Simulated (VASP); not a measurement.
Level of theory: TPSS meta-GGA, VASP's PBE PAW potentials (set 64) (plane waves; VASP).

The input files of a VASP run:

INCAR:
```
ALGO = Normal
EDIFF = 1E-7
ENCUT = 520
ISIF = 2
ISMEAR = 1
LASPH = .TRUE.
LCHARG = .FALSE.
LMIXTAU = .TRUE.
LREAL = .FALSE.
LWAVE = .FALSE.
METAGGA = TPSS
NELM = 100
PREC = Accurate
SIGMA = 0.1
SYSTEM = Na
```

File KPOINTS:
```
kpoints
0
gamma
 12 12 12
0 0 0
```

### POSCAR
```
Na
3.6553270
 -0.5773502337   0.5773502337   0.5773502337
  0.5773502337  -0.5773502337   0.5773502337
  0.5773502337   0.5773502337  -0.5773502337
Na
1
direct
  0.0000000000   0.0000000000   0.0000000000
```

POTCAR, in this order: Na_pv (PBE.64 set). Program: vasp_std.

Question: What will the output report for the number of irreducible k-points (NKPTS), largest plane-wave count, number of space-group operations, FFT grid (NGX, NGY, NGZ)?

Answer: 
```yaml
number of irreducible k-points (NKPTS): 72
largest_plane_wave_count: 1048
number_of_space_group_operations: 48
FFT grid (NGX, NGY, NGZ): 28 × 28 × 28
```

The compound is Na in the bcc structure. It was relaxed first.
